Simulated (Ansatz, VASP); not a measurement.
# CsSe4Cl: VASP beside Ansatz, part 3 of 3

Wanted: the spread between two codes on one cell, functional and k mesh. The cell is generated by rule, not measured, and may not be a known phase. The cell is taken from a series of runs on this material, whose earlier steps may have relaxed, scaled, displaced or heated it; both programs get it as it stands.

VASP 6.6.1 and Ansatz 0.2.0.

So far: Starting point; Ansatz: zone-centre phonons, PBEsol; VASP: zone-centre phonons, PBEsol.

## 3. VASP: zone-centre phonons, PBEsol (continued)

Level of this step: PBEsol; plane waves and PAW (Cs_sv, Cl, Se); invented cell (VASP).

Numbers of over 12 decimals in the logs are rounded to 6 here.

From OUTCAR (step 3):

```text
ion  position               nearest neighbor table
   1  0.500  0.500  0.500-
   2  0.000  0.000  0.000-   3 2.57   4 2.57   5 2.57   6 2.57
   3  0.151  0.151  0.151-   2 2.57   4 2.75   5 2.75   6 2.75
   4  0.546  0.151  0.151-   2 2.57   3 2.75   5 2.75   6 2.75
   5  0.151  0.151  0.546-   2 2.57   3 2.75   4 2.75   6 2.75
   6  0.151  0.546  0.151-   2 2.57   3 2.75   4 2.75   5 2.75

  LATTYP: Found a face centered cubic cell.
 ALAT       =     9.8319905794

 Subroutine GETGRP returns: Found 24 space group operations
 (whereof 24 operations were pure point group operations)

The static configuration has the point symmetry T_d .

 Found     16 irreducible k-points:

   k-points           NKPTS =     16   k-points in BZ     NKDIM =     16   number of bands    NBANDS=     26

   dimension x,y,z NGX =    54 NGY =   54 NGZ =   54
   dimension x,y,z NGXF=   108 NGYF=  108 NGZF=  108

   ENCUT  =  500.0 eV  36.75 Ry    6.06 a.u.  12.68 12.68 12.68*2*pi/ulx,y,z

   NELECT =      40.0000    total number of electrons

 k-points in reciprocal lattice and weights: Automatic mesh
   0.00000000  0.00000000  0.00000000       0.005
   0.16666667  0.00000000  0.00000000       0.037
   0.33333333  0.00000000  0.00000000       0.037
   0.50000000  0.00000000  0.00000000       0.019
   0.16666667  0.16666667  0.00000000       0.028
   0.33333333  0.16666667  0.00000000       0.111
   0.50000000  0.16666667  0.00000000       0.111
  -0.33333333  0.16666667  0.00000000       0.111
  -0.16666667  0.16666667  0.00000000       0.056
[...]
-0.33333333  0.33333333  0.16666667       0.111
  -0.33333333  0.50000000  0.16666667       0.056

 average (electrostatic) potential at core
       1 -50.3078       2 -96.1761       3 -57.6874       4 -57.6874       5 -57.6874
       6 -57.6874

  Total        0.0589826      0.0589826      0.0589826      0.0000000      0.0000000      0.0000000
  in kB        0.3977133      0.3977133      0.3977133      0.0000000      0.0000000      0.0000000
  external PRESSURE =       0.3977133 kB  Pullay stress =       0.0000000 kB

  energy-cutoff  :      500.00
  volume of cell :      237.61
      direct lattice vectors                 reciprocal lattice vectors
     0.000000000  4.915995290  4.915995290    -0.101708804  0.101708804  0.101708804
     4.915995290  0.000000000  4.915995290     0.101708804 -0.101708804  0.101708804
     4.915995290  4.915995290  0.000000000     0.101708804  0.101708804 -0.101708804

 POSITION                                       TOTAL-FORCE (eV/Angst)
 -----------------------------------------------------------------------------------
      4.91600      4.91600      4.91600         0.000000     -0.000000     -0.000000
      0.00000      0.00000      0.00000         0.000000     -0.000000     -0.000000
      1.48666      1.48666      1.48666        -0.007732     -0.007732     -0.007732
      1.48666      3.42933      3.42933        -0.007732      0.007732      0.007732
      3.42933      3.42933      1.48666         0.007732      0.007732     -0.007732
      3.42933      1.48666      3.42933         0.007732     -0.007732      0.007732
 -----------------------------------------------------------------------------------
    total drift:                                0.000000      0.000000      0.000000

 Eigenvectors and eigenvalues of the dynamical matrix
 ----------------------------------------------------

   1 f  =    6.937413 THz    43.589050 2PiTHz  231.407182 cm-1    28.690821 meV
             X         Y         Z           dx          dy          dz
      4.915995  4.915995  4.915995    -0.000000   -0.000000   -0.000000
      0.000000  0.000000  0.000000    -0.000000   -0.000000   -0.000000
      1.486662  1.486662  1.486662     0.288675    0.288675    0.288675
      1.486662  3.429333  3.429333     0.288675   -0.288675   -0.288675
      3.429333  3.429333  1.486662    -0.288675   -0.288675    0.288675
      3.429333  1.486662  3.429333    -0.288675    0.288675   -0.288675

   2 f  =    4.477118 THz    28.130562 2PiTHz  149.340584 cm-1    18.515864 meV
             X         Y         Z           dx          dy          dz
      4.915995  4.915995  4.915995     0.012511    0.003964   -0.000200
      0.000000  0.000000  0.000000     0.899309    0.284909   -0.014370
      1.486662  1.486662  1.486662    -0.147138   -0.025583    0.033628
      1.486662  3.429333  3.429333    -0.161377   -0.072914   -0.013703
      3.429333  3.429333  1.486662    -0.146382   -0.024827   -0.028698
      3.429333  1.486662  3.429333    -0.162133   -0.072157    0.018633

   3 f  =    4.477118 THz    28.130562 2PiTHz  149.340584 cm-1    18.515864 meV
             X         Y         Z           dx          dy          dz
      4.915995  4.915995  4.915995    -0.000564    0.002429    0.012886
      0.000000  0.000000  0.000000    -0.040520    0.174618    0.926285
      1.486662  1.486662  1.486662     0.035921   -0.006643   -0.155356
      1.486662  3.429333  3.429333    -0.022020   -0.004510   -0.153224
      3.429333  3.429333  1.486662    -0.012830   -0.055394   -0.162414
      3.429333  1.486662  3.429333     0.026730   -0.053261   -0.164546

   4 f  =    4.477118 THz    28.130562 2PiTHz  149.340584 cm-1    18.515864 meV
             X         Y         Z           dx          dy          dz
      4.915995  4.915995  4.915995     0.003928   -0.012275    0.002486
      0.000000  0.000000  0.000000     0.282379   -0.882311    0.178680
      1.486662  1.486662  1.486662    -0.066952    0.163475   -0.046436
      1.486662  3.429333  3.429333    -0.029920    0.148613   -0.061298
      3.429333  3.429333  1.486662    -0.076356    0.154071   -0.014862
      3.429333  1.486662  3.429333    -0.020516    0.139209    0.000000

   5 f  =    1.319970 THz     8.293618 2PiTHz   44.029471 cm-1     5.458956 meV
             X         Y         Z           dx          dy          dz
      4.915995  4.915995  4.915995    -0.000000    0.000000    0.000000
      0.000000  0.000000  0.000000     0.000000   -0.000000   -0.000000
      1.486662  1.486662  1.486662    -0.365634    0.351656    0.013978
      1.486662  3.429333  3.429333     0.365634    0.355015    0.010619
      3.429333  3.429333  1.486662     0.341037   -0.355015   -0.013978
      3.429333  1.486662  3.429333    -0.341037   -0.351656   -0.010619

   6 f  =    1.319970 THz     8.293618 2PiTHz   44.029471 cm-1     5.458956 meV
             X         Y         Z           dx          dy          dz
      4.915995  4.915995  4.915995    -0.000000    0.000000   -0.000000
      0.000000  0.000000  0.000000    -0.000000    0.000000    0.000000
      1.486662  1.486662  1.486662     0.257402    0.240991   -0.498393
      1.486662  3.429333  3.429333    -0.257402   -0.220156   -0.037246
      3.429333  3.429333  1.486662     0.278237    0.220156    0.498393
      3.429333  1.486662  3.429333    -0.278237   -0.240991    0.037246

   7 f  =    1.319970 THz     8.293618 2PiTHz   44.029471 cm-1     5.458956 meV
             X         Y         Z           dx          dy          dz
      4.915995  4.915995  4.915995     0.000000   -0.000000    0.000000
      0.000000  0.000000  0.000000    -0.000000    0.000000    0.000000
      1.486662  1.486662  1.486662     0.223733   -0.261268    0.037535
      1.486662  3.429333  3.429333    -0.223733    0.274765   -0.498498
      3.429333  3.429333  1.486662     0.237230   -0.274765   -0.037535
      3.429333  1.486662  3.429333    -0.237230    0.261268    0.498498

   8 f  =    0.918995 THz     5.774219 2PiTHz   30.654388 cm-1     3.800658 meV
             X         Y         Z           dx          dy          dz
      4.915995  4.915995  4.915995     0.484188    0.696873    0.036282
      0.000000  0.000000  0.000000    -0.098624   -0.141945   -0.007390
      1.486662  1.486662  1.486662    -0.167972   -0.221107   -0.056072
      1.486662  3.429333  3.429333    -0.111351   -0.183713   -0.018678
      3.429333  3.429333  1.486662    -0.165170   -0.218305    0.035141
      3.429333  1.486662  3.429333    -0.114153   -0.180911   -0.002253

   9 f  =    0.918995 THz     5.774219 2PiTHz   30.654388 cm-1     3.800658 meV
             X         Y         Z           dx          dy          dz
      4.915995  4.915995  4.915995     0.689652   -0.471141   -0.154249
      0.000000  0.000000  0.000000    -0.140475    0.095966    0.031419
      1.486662  1.486662  1.486662    -0.174777    0.115223    0.036054
      1.486662  3.429333  3.429333    -0.223076    0.168485    0.089316
      3.429333  3.429333  1.486662    -0.186690    0.103311    0.052930
      3.429333  1.486662  3.429333    -0.211163    0.156573   -0.000332

  10 f  =    0.918995 THz     5.774219 2PiTHz   30.654388 cm-1     3.800658 meV
             X         Y         Z           dx          dy          dz
      4.915995  4.915995  4.915995    -0.106432    0.117394   -0.834432
      0.000000  0.000000  0.000000     0.021679   -0.023912    0.169965
      1.486662  1.486662  1.486662     0.058388    0.002470    0.240264
      1.486662  3.429333  3.429333     0.003011   -0.005750    0.232044
      3.429333  3.429333  1.486662    -0.006055   -0.061973    0.241111
      3.429333  1.486662  3.429333     0.067455   -0.070193    0.249331

  11 f/i=    0.004072 THz     0.025583 2PiTHz    0.135815 cm-1     0.016839 meV
             X         Y         Z           dx          dy          dz
      4.915995  4.915995  4.915995    -0.265348    0.449250   -0.008135
      0.000000  0.000000  0.000000    -0.137448    0.232708   -0.004214
      1.486662  1.486662  1.486662    -0.205689    0.348269   -0.006297
      1.486662  3.429333  3.429333    -0.205736    0.348297   -0.006268
      3.429333  3.429333  1.486662    -0.205688    0.348270   -0.006317
      3.429333  1.486662  3.429333    -0.205737    0.348298   -0.006345

  12 f/i=    0.004072 THz     0.025583 2PiTHz    0.135815 cm-1     0.016839 meV
             X         Y         Z           dx          dy          dz
      4.915995  4.915995  4.915995     0.448703    0.265434    0.022615
      0.000000  0.000000  0.000000     0.232425    0.137493    0.011714
      1.486662  1.486662  1.486662     0.347875    0.205805    0.017571
      1.486662  3.429333  3.429333     0.347844    0.205757    0.017522
      3.429333  3.429333  1.486662     0.347873    0.205803    0.017494
      3.429333  1.486662  3.429333     0.347847    0.205754    0.017542

  13 f/i=    0.004072 THz     0.025583 2PiTHz    0.135815 cm-1     0.016839 meV
             X         Y         Z           dx          dy          dz
      4.915995  4.915995  4.915995     0.023608    0.004504   -0.521271
      0.000000  0.000000  0.000000     0.012229    0.002333   -0.270015
      1.486662  1.486662  1.486662     0.018274    0.003465   -0.404117
      1.486662  3.429333  3.429333     0.018330    0.003463   -0.404120
      3.429333  3.429333  1.486662     0.018330    0.003521   -0.404120
      3.429333  1.486662  3.429333     0.018274    0.003519   -0.404118
    [... 43 further lines ...]
      3.429333  3.429333  1.486662    -0.191805   -0.236821   -0.221354
      3.429333  1.486662  3.429333     0.186335   -0.404248   -0.053928

 ELASTIC MODULI CONTR FROM IONIC RELAXATION (kBar)
 Direction    XX          YY          ZZ          XY          YZ          ZX
 --------------------------------------------------------------------------------
 XX         -52.7136    -52.7136    -52.7136     -0.0000      0.0000      0.0000
 YY         -52.7136    -52.7136    -52.7136     -0.0000     -0.0000     -0.0000
 ZZ         -52.7136    -52.7136    -52.7136     -0.0000      0.0000      0.0000
 XY          -0.0000     -0.0000     -0.0000   -179.2354      0.0000      0.0000
 YZ           0.0000     -0.0000      0.0000      0.0000   -179.2354      0.0000
 ZX           0.0000     -0.0000      0.0000      0.0000      0.0000   -179.2354
 --------------------------------------------------------------------------------
```

## 4. Side by side

Known differences besides the potentials themselves: the data sets hold 80 valence electrons in Ansatz (on its default PAW (the set named soft_2) files) and 40 in VASP; the cutoff is 420 eV in Ansatz and 500 eV in VASP; Ansatz makes its cores anew for this functional, VASP keeps those of its PBE data sets. Total energies have different zeros and are not compared.

Compared:

```tsv
quantity	Ansatz	VASP	difference
optical mode 1 to 3 (imaginary, printed as negative) (cm⁻¹)	-129.0	-128.3	-0.7
optical mode 4 to 5 (imaginary, printed as negative) (cm⁻¹)	-110.7	-109.0	-1.7
optical mode 6 to 8 (cm⁻¹)	30.0	30.7	-0.6
optical mode 9 to 11 (cm⁻¹)	44.1	44.0	+0.1
optical mode 12 to 14 (cm⁻¹)	149.2	149.3	-0.09 %
optical mode 15 (cm⁻¹)	229.6	231.4	-0.77 %
```

Modes are paired by rising frequency, not by their patterns, so a pair may set unlike modes beside each other; they are those without the splitting of longitudinal modes.

## 5. Summary of results

| Property | Result |
| --- | --- |
| r.m.s. difference of the optical zone-centre modes, each program's sorted by frequency (zone-centre phonons, PBEsol) | 0.89 cm⁻¹ |
| difference in optical mode 15 (zone-centre phonons, PBEsol) | -0.8 % |

The r.m.s. difference of the optical zone-centre modes, each program's sorted by frequency is 0.89 cm⁻¹ (zone-centre phonons, PBEsol). The data sets hold unlike numbers of valence electrons (80 in Ansatz and 40 in VASP), so part of the differences comes from the potentials. Among the rows given in per cent, the largest difference of the zone-centre phonons, PBEsol pair is in optical mode 15, -0.8 %. Such differences can come from data sets, numerical settings and the points named under the comparisons, not from the functional's error against experiment.

[Lines on the potential files, build, host, timing and source positions are cut from VASP's logs without a mark.]

[Logs are printed without paths, hosts, clocks, repeated set-up lines and the standing remarks that a program may print on its own settings, such as how far it seeks lower states.]

[Hosts, paths, dates, database ids (printed as entryN), source tags and the programs' standing remarks are cut or masked in the printed files.]
